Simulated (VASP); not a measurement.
Input:

```xyz
2
Lattice="0.0000 2.9780 2.9780 2.9780 0.0000 2.9780 2.9780 2.9780 0.0000" Properties=species:S:1:pos:R:3 pbc="T T T"
In     0.0000     0.0000     0.0000
P      1.4890     1.4890     1.4890
```

Level of theory: PBE GGA, VASP's PBE PAW potentials (set 64) (plane waves; VASP). Settings: 400 eV cut-off, Gaussian smearing of 0.050 eV, potentials In_d P.

Unless said otherwise, spin-orbit coupling is left out, though it shifts the bands of the heavy elements here.

Q: Give the energies of bands 7 to 12 at the high-symmetry points, in eV from the valence-band maximum.

A: 
```
band     Γ      X      U      L      W
----  ----  -----  -----  -----  -----
7     0.00  -5.55  -5.41  -5.48  -5.41
8     0.00  -2.16  -3.08  -0.90  -2.75
9     0.00  -2.16  -1.80  -0.90  -2.70
10    0.45   1.84   2.38   1.38   4.18
11    4.09   2.26   4.29   4.80   4.29
12    4.09   8.92   7.38   4.80   5.45
```

The gap is direct, 0.45 eV, from the valence maximum at Γ to the conduction minimum at Γ.

Measured: gap 1.47 eV (computed value off by -1.02 eV), as given by Wei Chen et al., Physical Review Materials (2018), doi:10.1103/physrevmaterials.2.073803 [zero-point renormalisation of 0.05 eV added back (the table's ZPR column)].

The compound is InP in the zinc blende structure. It was relaxed first.
